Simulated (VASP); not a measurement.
Here is the system:

```
CELL_PARAMETERS angstrom
      6.76412     0.00000     0.00000
     -3.38206     5.85790     0.00000
      0.00000     0.00000     4.98194
ATOMIC_POSITIONS crystal
  Ba 0.66667 0.33333 0.25000
  Ba 0.33333 0.66667 0.75000
  Ge 0.87457 0.74915 0.75000
  Ge 0.12543 0.25085 0.25000
  Ge 0.12543 0.87457 0.25000
  Ge 0.87457 0.12543 0.75000
  Ge 0.25085 0.12543 0.75000
  Ge 0.74915 0.87457 0.25000
```

All values below come from PBEsol GGA, VASP's PBE PAW potentials (set 64) (plane waves; VASP). Run with 300 eV cut-off, 3×3×4 Γ-centred mesh, Gaussian smearing of 0.10 eV, potentials Ba_sv Ge_d.

At this cut-off the stress carries a Pulay error, which pulls relaxed volumes low.

Question: Which forces act on the atoms, in eV/Å?

Answer: 
```tsv
atom	Fx	Fy	Fz
Ba1	0.000	0.000	0.000
Ba2	0.000	0.000	0.000
Ge3	0.000	-1.127	0.000
Ge4	0.000	1.127	0.000
Ge5	0.976	-0.563	0.000
Ge6	-0.976	0.563	0.000
Ge7	0.976	0.563	0.000
Ge8	-0.976	-0.563	0.000
```

Question: Give the stress tensor in GPa (positive for a compressed cell).

Answer: 
```
 2.77   0.00   0.00
 0.00   2.77   0.00
 0.00   0.00  -4.09
```
The pressure is its mean diagonal, 0.49 GPa.

The structure comes from a computed database's BaGe3 entry (P6_3/mmc); how it stands against other phases isn't given here. The cell was not relaxed at this level. The k-mesh is coarse (spacing up to 0.36 per Å, 2π included), so the numbers may not be converged in it.
